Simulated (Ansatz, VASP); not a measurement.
# W2NO2: VASP beside Ansatz, part 2 of 2

One calculation is typed for both programs; each brings its own data sets. How far apart do they land? Of the first pair: The structure shown is the start of the Ansatz relaxation below; VASP solves that cell, so the two are compared at the walk's first step.

VASP 6.6.1 and Ansatz 0.2.0.

So far: Starting point; Ansatz: relaxation, LDA.

## (3) VASP: single point, LDA, start cell, pair 1

Level of this step: LDA, no spin polarisation; plane waves and PAW (N, W, O) (VASP).

The same cell, functional (in two slightly different forms), mesh and smearing now go to VASP, with its own data sets.

Lines of VASP's logs that name or quote its potential files are left out, and so is its time.

File INCAR:

```
SYSTEM = W2NO2
PREC = Accurate
ENCUT = 520
EDIFF = 1E-06
NELM = 120
ISMEAR = 1
SIGMA = 0.2
LREAL = .FALSE.
ALGO = Normal
GGA = PW92
NBANDS = 39
LASPH = .TRUE.
LORBIT = 11
LWAVE = .FALSE.
LCHARG = .FALSE.
ISIF = 2
LDIPOL = .TRUE.
IDIPOL = 3
DIPOL = 0.5 0.5 0.307
LVHAR = .TRUE.
GGA_COMPAT = .FALSE.
NELMDL = -8
KPAR = 2
```

File POSCAR:

```
W2NO2
1.0
    3.1366920000      0.0000000000      0.0000000000
    0.0000000000      5.4329090000      0.0000000000
    0.0000000000      0.0000000000     32.6000000000
N W O
2 4 4
Direct
    0.5000000000      0.5083392709      0.3133522699
    0.0000000000      0.9916608211      0.3001446626
    0.0000000000      0.3156589775      0.3385516564
    0.5000000000      0.8510078118      0.3378948466
    0.5000000000      0.1843411145      0.2749452761
    0.0000000000      0.6489922802      0.2756020859
    0.5000000000      0.1656167074      0.3728033436
    0.0000000000      0.6677166873      0.3660901227
    0.0000000000      0.3343833847      0.2406935890
    0.5000000000      0.8322834047      0.2474068098
```

File KPOINTS:

```
Automatic mesh
0
Gamma
12 8 1
0 0 0
```

PAW data sets: N, W and O (LDA family, release 64).

Launch:

```bash
> mpirun -np 2 vasp_std
```

Numbers of over 12 decimals in the logs are rounded to 6 here.

Log:

```text
[banner, memory and clock lines left out]
running    2 mpi-ranks, on    1 nodes
 distrk:  each k-point on    1 cores,    2 groups
 distr:  one band on    1 cores,    1 groups

 POSCAR found type information on POSCAR N W O
 POSCAR found :  3 types and      10 ions
|                                                                             |
|               ----> ADVICE to this user running VASP <----                  |
|                                                                             |
|     You enforced a specific xc type in the INCAR file but a different       |
|     [... a line on the potential file left out ...]
|     I HOPE YOU KNOW WHAT YOU ARE DOING!                                     |
|                                                                             |

 LDA part: xc-table for (Slater(with rela. corr.)+PW92), standard interpolation
 POSCAR, INCAR and KPOINTS ok, starting setup
 FFT: planning ... GRIDC
 FFT: planning ... GRID_SOFT
 FFT: planning ... GRID
 WAVECAR not read
 entering main loop
       N       E                     dE             d eps       ncg     rms          rms(c)
DAV:   1     0.547989752882E+03    0.54799E+03   -0.21964E+04  2850   0.113E+03
DAV:   2    -0.241793219164E+02   -0.57217E+03   -0.55046E+03  4196   0.272E+02
DAV:   3    -0.120823544326E+03   -0.96644E+02   -0.95415E+02  3381   0.129E+02
DAV:   4    -0.124216269470E+03   -0.33927E+01   -0.33575E+01  3684   0.263E+01
DAV:   5    -0.124312856279E+03   -0.96587E-01   -0.96151E-01  3628   0.420E+00
DAV:   6    -0.124316382004E+03   -0.35257E-02   -0.35216E-02  3672   0.792E-01
DAV:   7    -0.124316543485E+03   -0.16148E-03   -0.16141E-03  3748   0.150E-01
DAV:   8    -0.124316549761E+03   -0.62769E-05   -0.62756E-05  3526   0.289E-02    0.734E+01
DAV:   9    -0.109495289604E+03    0.14821E+02   -0.92235E+01  3398   0.443E+01    0.285E+01
DAV:  10    -0.108840994220E+03    0.65430E+00   -0.12924E+01  3409   0.210E+01    0.179E+01
DAV:  11    -0.108320893919E+03    0.52010E+00   -0.27649E+00  3873   0.104E+01    0.184E+00
DAV:  12    -0.108304139617E+03    0.16754E-01   -0.25767E-01  3631   0.293E+00    0.510E-01
DAV:  13    -0.108303387773E+03    0.75184E-03   -0.41189E-02  3829   0.986E-01    0.339E-01
DAV:  14    -0.108302835942E+03    0.55183E-03   -0.85657E-03  3288   0.454E-01    0.334E-01
[...]
DAV:  21    -0.108302908858E+03   -0.67443E-04   -0.41811E-06  2903   0.626E-03    0.351E-03
DAV:  22    -0.108302933300E+03   -0.24442E-04   -0.11919E-06  2373   0.369E-03    0.185E-03
DAV:  23    -0.108302945009E+03   -0.11709E-04   -0.75085E-07  1995   0.428E-03    0.120E-03
DAV:  24    -0.108302955404E+03   -0.10395E-04   -0.31722E-07  2012   0.249E-03    0.122E-03
DAV:  25    -0.108302958673E+03   -0.32695E-05   -0.12012E-07  1967   0.131E-03    0.882E-04
DAV:  26    -0.108302960574E+03   -0.19003E-05   -0.93464E-08  1869   0.158E-03    0.281E-04
DAV:  27    -0.108302961892E+03   -0.13182E-05   -0.57411E-08  1869   0.103E-03    0.170E-04
DAV:  28    -0.108302962226E+03   -0.33402E-06   -0.17197E-08  1771   0.510E-04
   1 F= -.10830296E+03 E0= -.10830223E+03  d E =-.220233E-02
```

From OUTCAR (step 3):

```text
ion  position               nearest neighbor table
   1  0.500  0.508  0.313-   4 2.03   3 2.06   3 2.06   6 2.13   6 2.13   5 2.16
   2  0.000  0.992  0.300-   6 2.03   5 2.06   5 2.06   4 2.13   4 2.13   3 2.16
   3  0.000  0.316  0.339-   1 2.06   1 2.06   7 2.09   7 2.09   8 2.11   2 2.16   5 2.70   5 2.70
                             6 2.74   4 2.97   4 2.97   4 3.30   4 3.30
   4  0.500  0.851  0.338-   1 2.03   7 2.05   8 2.07   8 2.07   2 2.13   2 2.13   5 2.74   6 2.79
                             6 2.79   3 2.97   3 2.97   3 3.30   3 3.30
   5  0.500  0.184  0.275-   2 2.06   2 2.06   9 2.09   9 2.09  10 2.11   1 2.16   3 2.70   3 2.70
                             4 2.74   6 2.97   6 2.97   6 3.30   6 3.30
   6  0.000  0.649  0.276-   2 2.03   9 2.05  10 2.07  10 2.07   1 2.13   1 2.13   3 2.74   4 2.79
                             4 2.79   5 2.97   5 2.97   5 3.30   5 3.30
   7  0.500  0.166  0.373-   4 2.05   3 2.09   3 2.09
   8  0.000  0.668  0.366-   4 2.07   4 2.07   3 2.11
   9  0.000  0.334  0.241-   6 2.05   5 2.09   5 2.09
  10  0.500  0.832  0.247-   6 2.07   6 2.07   5 2.11

  LATTYP: Found a simple orthorhombic cell.
 ALAT       =     3.1366920000
 B/A-ratio  =     1.7320505169
 C/A-ratio  =    10.3931147846

 Subroutine GETGRP returns: Found  4 space group operations
 (whereof  2 operations were pure point group operations)

The static configuration has the point symmetry C_1h.
 The point group associated with its full space group is C_2h.

 Found     35 irreducible k-points:

   k-points           NKPTS =     35   k-points in BZ     NKDIM =     35   number of bands    NBANDS=     39

   dimension x,y,z NGX =    24 NGY =   40 NGZ =  250
   dimension x,y,z NGXF=    48 NGYF=   80 NGZF=  500

   ENCUT  =  520.0 eV  38.22 Ry    6.18 a.u.   5.83 10.10 60.61*2*pi/ulx,y,z

   NELECT =      58.0000    total number of electrons

 k-points in reciprocal lattice and weights: Automatic mesh
   0.00000000  0.00000000  0.00000000       0.010
   0.08333333  0.00000000  0.00000000       0.021
   0.16666667  0.00000000  0.00000000       0.021
   0.25000000  0.00000000  0.00000000       0.021
   0.33333333  0.00000000  0.00000000       0.021
   0.41666667  0.00000000  0.00000000       0.021
   0.50000000  0.00000000  0.00000000       0.010
   0.00000000  0.12500000  0.00000000       0.021
   0.08333333  0.12500000  0.00000000       0.042
[...]
0.41666667  0.50000000  0.00000000       0.021
   0.50000000  0.50000000  0.00000000       0.010

 dipolmoment           0.000000      0.000000      0.000002 electrons x Angstroem

 average (electrostatic) potential at core
       1 -73.8472       2 -73.8472       3 -50.7780       4 -50.8687       5 -50.7780
       6 -50.8687       7 -80.7578       8 -80.5848       9 -80.7578      10 -80.5848

 E-fermi :  -3.5911

 k-point     1 :       0.0000    0.0000    0.0000
  band No.  band energies     occupation
    ...
     25      -6.1635      2.00000
     26      -6.1286      2.00000
     27      -5.5770      2.00000
     28      -4.2815      2.00001
     29      -3.6114      1.17082
     30      -3.5019      0.32201
     31      -2.3938     -0.00000
     32      -2.2254     -0.00000
     33      -2.1731     -0.00000
     34      -1.7962     -0.00000
    ...

 k-point     2 :       0.0833    0.0000    0.0000
  band No.  band energies     occupation
    ...
     26      -5.7858      2.00000
     27      -5.2470      2.00000
     28      -4.4055      2.00000
     29      -3.7376      1.94156
     30      -3.6379      1.38429
     31      -2.2657     -0.00000
     32      -2.1246     -0.00000
     33      -2.1037     -0.00000
     34      -1.7273     -0.00000
     35      -1.6648     -0.00000
    ...

 k-point     3 :       0.1667    0.0000    0.0000
  band No.  band energies     occupation
    ...
     26      -5.6242      2.00000
     27      -4.8225      2.00000
     28      -4.5192      2.00000
     29      -3.9270      2.03887
     30      -3.9087      2.04721
     31      -2.0383     -0.00000
     32      -1.9410     -0.00000
     33      -1.8390     -0.00000
     34      -1.5507     -0.00000
     35      -1.3963     -0.00000
    ...

  Total       -2.4975004     -2.2302070      3.3883407      0.0000000      1.7986984      0.0000000
  in kB       -7.2026820     -6.4318196      9.7718265      0.0000000      5.1873676      0.0000000
  external PRESSURE =      -1.2875584 kB  Pullay stress =       0.0000000 kB

  energy-cutoff  :      520.00
  volume of cell :      555.55
      direct lattice vectors                 reciprocal lattice vectors
     3.136692000  0.000000000  0.000000000     0.318807202  0.000000000  0.000000000
     0.000000000  5.432909000  0.000000000     0.000000000  0.184063455  0.000000000
     0.000000000  0.000000000 32.600000000     0.000000000  0.000000000  0.030674847

 POSITION                                       TOTAL-FORCE (eV/Angst)
 -----------------------------------------------------------------------------------
      1.56835      2.76176     10.21528         0.000000      0.086742     -0.518757
      0.00000      5.38760      9.78472         0.000000     -0.086742      0.518757
      0.00000      1.71495     11.03678         0.000000     -0.406732      0.681652
      1.56835      4.62345     11.01537         0.000000      0.601469      0.281678
      1.56835      1.00151      8.96322         0.000000      0.406732     -0.681652
      0.00000      3.52592      8.98463         0.000000     -0.601469     -0.281678
      1.56835      0.89978     12.15339         0.000000     -0.018295      0.069100
      0.00000      3.62764     11.93454         0.000000      0.378301      0.382557
      0.00000      1.81667      7.84661         0.000000      0.018295     -0.069100
      1.56835      4.52172      8.06546         0.000000     -0.378301     -0.382557
 -----------------------------------------------------------------------------------
    total drift:                                0.000000     -0.000000      0.000085

  FREE ENERGIE OF THE ION-ELECTRON SYSTEM (eV)
  ---------------------------------------------------
  free  energy   TOTEN  =      -108.3029622260 eV

  energy  without entropy=     -108.3007598915  energy(sigma->0) =     -108.30222811

 vacuum level on the upper side and lower side of the slab         2.521         2.521

 total charge
# of ion       s       p       d       tot
------------------------------------------
    1        1.234   2.579   0.000   3.813
    2        1.234   2.579   0.000   3.813
    3        0.578   0.782   4.399   5.759
    4        0.579   0.789   4.362   5.731
    5        0.578   0.782   4.399   5.759
    6        0.579   0.789   4.362   5.731
    7        1.557   3.427   0.000   4.984
    8        1.549   3.451   0.000   5.001
    9        1.557   3.427   0.000   4.984
   10        1.549   3.451   0.000   5.001
--------------------------------------------------
tot         10.994  22.059  17.522  50.574

[... 3 further parts left out ...]
```

This run has no spin polarisation, so a moment on W, if there is one, isn't seen. The data set W keeps the semicore shell frozen, which is cheaper and a little less accurate.

## (4) Side by side

Known differences besides the potentials themselves: Ansatz cuts the interaction across the vacuum, VASP repeats the sheet with a dipole correction; the data sets hold 90 valence electrons in Ansatz (on its PAW soft_1 files) and 58 in VASP; the cutoff is 420 eV in Ansatz and 520 eV in VASP; VASP's log shows a relativistic correction to its local exchange, Ansatz's none. Total energies have different zeros and are not compared.

Forces (eV/Å; atoms numbered as in POSCAR):

```csv
atom,"Ansatz x, y, z","VASP x, y, z"
N1,"0.000, 0.102, -0.468","0.000, 0.087, -0.519"
N2,"0.000, -0.102, 0.468","0.000, -0.087, 0.519"
W3,"0.000, -0.351, 0.766","0.000, -0.407, 0.682"
W4,"0.000, 0.531, 0.355","0.000, 0.601, 0.282"
W5,"0.000, 0.351, -0.766","0.000, 0.407, -0.682"
W6,"0.000, -0.531, -0.355","0.000, -0.601, -0.282"
O7,"0.000, -0.023, -0.004","0.000, -0.018, 0.069"
O8,"0.000, 0.381, 0.351","0.000, 0.378, 0.383"
O9,"0.000, 0.023, 0.004","0.000, 0.018, -0.069"
O10,"0.000, -0.381, -0.351","0.000, -0.378, -0.383"
```

The forces differ by 45 meV/Å r.m.s., which is 13.5 % of the r.m.s. force of 0.331 eV/Å (both taken over all components). With vacuum in the cell, a pressure given here is an average over mostly empty space and none of the material.

## (5) Further runs

Further runs change the set-up of one program: Ansatz's method, potentials or start, or VASP's data sets, cutoff or form of LDA. The table gives that difference for each run.

```csv
run,r.m.s. force difference (meV/Å)
as above,45
"VASP with the data sets N, W_sv and O",60
```

## (6) Ansatz: relaxation, LDA

This run makes the geometry at which the two programs are then compared.

The structure compared here is the end of the Ansatz relaxation.

File input.yaml:

```yaml
crystal:
  lattice:
    - [3.1366917155, 0.0, 0.0]
    - [0.0, 5.4329094189, 0.0]
    - [0.0, 0.0, 32.6]
  atoms:
    - { symbol: "N", position: [0.5, 0.5083391538, 0.3133522826] }
    - { symbol: "N", position: [0.0, -0.0083391538, 0.3001446499] }
    - { symbol: W, position: [0.0, 0.3156589017, 0.3385516608] }
    - { symbol: W, position: [0.5, 0.851007765, 0.3378948596] }
    - { symbol: W, position: [0.5, 0.1843410983, 0.2749452717] }
    - { symbol: W, position: [1.0, 0.648992235, 0.275602073] }
    - { symbol: O, position: [0.5, 0.1656166545, 0.3728033571] }
    - { symbol: O, position: [1.0, 0.6677166788, 0.3660901301] }
    - { symbol: O, position: [0.0, 0.3343833455, 0.2406935755] }
    - { symbol: O, position: [0.5, 0.8322833212, 0.2474068025] }
  periodic: [true, true, false]
kpoints:
  mp_grid: { grid: [12, 8, 1] }
hamiltonian:
  xc: lda
  pseudopotentials: { kind: paw, azcp: { folder: soft_1 }, xc_functional: pbe }
scf:
  occupations: { method: methfessel_paxton, width: 0.2 }
output:
  forces: true
  stress: true
  eigenvalues: true
  write_density: true
  write_potential: true
  elf: true
  volumetric_format: npy
relax:
  adjacent_minimum: "off"
  f_tol: 0.002
  max_steps: 120
  cell: { stress_2d_tol: 0.005 }
```

Launch:

```bash
> ansatz run input.yaml --threads 4 --pin off --max-ram 16384MiB --backend cpu --events-out ev --progress --plain --runs-dir out
```

Log:

```text
[...]
Crystal: 10 atoms, lattice volume = 555.548 Å³
Basis set: ecut = 420 eV, 10877 PW (Γ)
Bands: 55, of which v1, the nominal top of the filled ones, is band 45 counted from 1 (44 counted from 0)
Symmetry: 4 space group operations
[...]
k-points: 35 of 96
[...]
- { symbol: N, position: [0, 0.00898522, 0.301760] }
    - { symbol: W, position: [0, 0.282113, 0.351444] }
    - { symbol: W, position: [0.5, 0.865574, 0.345176] }
    - { symbol: W, position: [0.5, 0.217887, 0.262053] }
    - { symbol: W, position: [1.0, 0.634426, 0.268321] }
    - { symbol: O, position: [0.5, 0.162013, 0.390401] }
    - { symbol: O, position: [1.0, 0.658228, 0.376393] }
    - { symbol: O, position: [0, 0.337987, 0.223096] }
    - { symbol: O, position: [0.5, 0.841772, 0.237104] }
[key lines of the parts left out:]
SCF converged after 10 iterations
Free energy (F): -43493.086886 eV
Fermi energy:    -6.536758 eV
P = ½ c Tr σ = 0.0004 N/m
```

## (7) VASP: single point, LDA, relaxed cell, pair 2

The same cell, functional (in two slightly different forms), mesh and smearing now go to VASP, with its own data sets.

INCAR is that of step 3.

File POSCAR:

```
W2NO2
1.0
    2.8847784148      0.0000000000      0.0000000000
    0.0000000000      5.0074781319      0.0000000000
    0.0000000000      0.0000000000     32.6000000000
N W O
2 4 4
Direct
    0.5000000000      0.4910147789      0.3117367906
    0.0000000000      0.0089852211      0.3017601419
    0.0000000000      0.2821132818      0.3514442950
    0.5000000000      0.8655743299      0.3451759523
    0.5000000000      0.2178867182      0.2620526375
    0.0000000000      0.6344256701      0.2683209802
    0.5000000000      0.1620131829      0.3904008930
    0.0000000000      0.6582283974      0.3763926972
    0.0000000000      0.3379868171      0.2230960396
    0.5000000000      0.8417716026      0.2371042354
```

KPOINTS is that of step 3.

Launch:

```bash
> mpirun -np 2 vasp_std
```

Log:

```text
[banner, memory and clock lines left out]
running    2 mpi-ranks, on    1 nodes
[...]
[... a notice as in an earlier step ...]

 LDA part: xc-table for (Slater(with rela. corr.)+PW92), standard interpolation
 POSCAR, INCAR and KPOINTS ok, starting setup
[...]
entering main loop
       N       E                     dE             d eps       ncg     rms          rms(c)
DAV:   1     0.536773586625E+03    0.53677E+03   -0.22861E+04  2834   0.116E+03
DAV:   2    -0.365292737822E+02   -0.57330E+03   -0.55212E+03  4155   0.286E+02
DAV:   3    -0.121191085898E+03   -0.84662E+02   -0.83591E+02  3325   0.124E+02
DAV:   4    -0.124030630253E+03   -0.28395E+01   -0.28181E+01  3781   0.244E+01
[...]
DAV:  24    -0.109586477235E+03   -0.40834E-05   -0.27116E-07  2030   0.243E-03    0.346E-03
DAV:  25    -0.109586478338E+03   -0.11035E-05   -0.11319E-07  1995   0.167E-03    0.244E-03
DAV:  26    -0.109586478934E+03   -0.59506E-06   -0.17540E-07  2030   0.221E-03
   1 F= -.10958648E+03 E0= -.10958886E+03  d E =0.713318E-02
```

OUTCAR, selected parts (step 7):

```text
  Total        0.3006345     -0.1737849      0.7733761      0.0000000     -0.1444162      0.0000000
  in kB        1.0228224     -0.5912533      2.6311898      0.0000000     -0.4913346      0.0000000
  external PRESSURE =       1.0209197 kB  Pullay stress =       0.0000000 kB

 POSITION                                       TOTAL-FORCE (eV/Angst)
 -----------------------------------------------------------------------------------
      1.44239      2.45875     10.16262         0.000000     -0.020491     -0.000365
      0.00000      0.04499      9.83738         0.000000      0.020491      0.000365
      0.00000      1.41268     11.45708         0.000000     -0.230146     -0.100584
      1.44239      4.33434     11.25274         0.000000      0.275007     -0.011813
      1.44239      1.09106      8.54292         0.000000      0.230146      0.100584
      0.00000      3.17687      8.74726         0.000000     -0.275007      0.011813
      1.44239      0.81128     12.72707         0.000000     -0.039287      0.158393
      0.00000      3.29606     12.27040         0.000000      0.012407      0.084302
      0.00000      1.69246      7.27293         0.000000      0.039287     -0.158393
      1.44239      4.21515      7.72960         0.000000     -0.012407     -0.084302
 -----------------------------------------------------------------------------------
    total drift:                                0.000000     -0.000028      0.000340

  FREE ENERGIE OF THE ION-ELECTRON SYSTEM (eV)
  ---------------------------------------------------
  free  energy   TOTEN  =      -109.5864789335 eV

  energy  without entropy=     -109.5936121181  energy(sigma->0) =     -109.58885666

[... 1 part as in an earlier step ...]

[... 2 further parts left out ...]
[key lines of the parts left out:]
E-fermi :  -3.5698
```

The run ends at a pressure of 0.10 GPa, with forces up to 0.28 eV/Å.

## (8) Side by side

What differs besides the data sets and the points named for the pairs above, as far as they apply: the data sets hold 90 valence electrons in Ansatz (on its PAW soft_1 files) and 58 in VASP. Total energies have different zeros and are not compared.

Forces (eV/Å; atoms numbered as in POSCAR):

```csv
atom,"Ansatz x, y, z","VASP x, y, z"
N1,"0.000, 0.000, 0.000","0.000, -0.020, 0.000"
N2,"0.000, 0.000, 0.000","0.000, 0.020, 0.000"
W3,"0.000, 0.000, 0.000","0.000, -0.230, -0.101"
W4,"0.000, 0.000, 0.001","0.000, 0.275, -0.012"
W5,"0.000, 0.000, 0.000","0.000, 0.230, 0.101"
W6,"0.000, 0.000, -0.001","0.000, -0.275, 0.012"
O7,"0.000, 0.000, 0.000","0.000, -0.039, 0.158"
O8,"0.000, 0.000, 0.000","0.000, 0.012, 0.084"
O9,"0.000, 0.000, 0.000","0.000, 0.039, -0.158"
O10,"0.000, 0.000, 0.000","0.000, -0.012, -0.084"
```

The forces differ by 108 meV/Å r.m.s., where the r.m.s. force is 0.000 eV/Å in Ansatz and 0.107 eV/Å in VASP: the atoms lie near their places of rest in Ansatz, so a percentage would say little (all taken over all components). With vacuum in the cell, a pressure given here is an average over mostly empty space and none of the material.

## (9) Results

```
r.m.s. force difference (single point, LDA, start cell, pair 1)   : 13 % of the r.m.s. force
r.m.s. force difference (single point, LDA, relaxed cell, pair 2) : 108 meV/Å
```

The r.m.s. force difference is 108 meV/Å (single point, LDA, relaxed cell, pair 2), beyond the 12 meV/Å picked in this series as the mark of a large difference. The data sets hold unlike numbers of valence electrons (90 in Ansatz and 58 in VASP), so part of the differences comes from the potentials. Single point, LDA, start cell, pair 1, VASP with the data sets N, W_sv and O: r.m.s. force difference goes from 45 to 60 meV/Å. What causes the difference of the single point, LDA, relaxed cell, pair 2 pair stays open here. How closely two codes agree says nothing of how well the functional describes the real material.

[Lines on the potential files, build, host, timing and source positions are cut from VASP's logs without a mark.]

[Logs are printed without paths, hosts, clocks, repeated set-up lines and the standing remarks that a program may print on its own settings, such as how far it seeks lower states.]

[Hosts, paths, dates, database ids (printed as entryN), source tags and the programs' standing remarks are cut or masked in the printed files.]
